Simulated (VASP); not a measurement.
An input for Quantum ESPRESSO's pw.x (written as the equivalent of a VASP run, and not itself run):

```
&CONTROL
  calculation = 'scf'
  pseudo_dir = './pseudo'
  outdir = './out'
  tprnfor = .true.
  tstress = .true.
/
&SYSTEM
  ibrav = 0
  nat = 3
  ntyp = 2
  ecutwfc = 86
  occupations = 'smearing'
  smearing = 'fermi-dirac'
  degauss = 0.000735
  input_dft = 'pz'
/
&ELECTRONS
  conv_thr = 7.3e-08
  electron_maxstep = 100
/
ATOMIC_SPECIES
  Pt 195.084 Pt.upf
  Se 78.971 Se.upf
CELL_PARAMETERS angstrom
     1.8397630   -3.1865630    0.0000000
     1.8397630    3.1865630    0.0000000
     0.0000000    0.0000000    5.0112570
ATOMIC_POSITIONS crystal
  Pt   0.0000000  0.0000000  0.0000000
  Se   0.3333330  0.6666670  0.2550000
  Se   0.6666670  0.3333330  0.7450000
K_POINTS automatic
  8 8 5 0 0 0
```

Translate this input to VASP (INCAR, KPOINTS, POSCAR, choice of POTCAR).

Several could match; the one computed here: 
KPOINTS:
```
Automatic mesh
0
Gamma
8 8 5
0 0 0
```

POSCAR:
```
PtSe2
1
    1.8397630000    -3.1865630000     0.0000000000
    1.8397630000     3.1865630000     0.0000000000
    0.0000000000     0.0000000000     5.0112570000
Pt Se
1 2
Direct
  0.0000000000   0.0000000000   0.0000000000
  0.3333330000   0.6666670000   0.2550000000
  0.6666670000   0.3333330000   0.7450000000
```

INCAR:
```
! general
SYSTEM  = PtSe2
PREC    = Accurate
ENCUT   = 300   ! plane-wave cut-off (eV)
LREAL   = .FALSE.
LASPH   = .TRUE.

! electronic loop
EDIFF   = 1E-6
NELM    = 100   ! most electronic steps
ALGO    = Normal   ! blocked Davidson
LMAXMIX = 6   ! l cut-off of mixed one-centre charges

! smearing
ISMEAR  = -1
SIGMA   = 0.01   ! width (eV)

! ions
ISIF    = 2   ! forces and stress, cell fixed

! output
LWAVE   = .FALSE.
LCHARG  = .FALSE.
```

POTCAR, in this order: Pt Se (LDA.64 set). Program: vasp_std.

Limits of the translation: the potentials are each code's own (VASP's PAW set, PseudoDojo norm-conserving files in pw.x), so ENCUT and ecutwfc are chosen apart and not converted; conv_thr bounds pw.x's estimated SCF error, while EDIFF bounds the energy change between steps.

The structure is a typed PtSe2 crystal (P-3m1). The cell was not relaxed at this level, and its volume differs by -5.9 % from the start's.
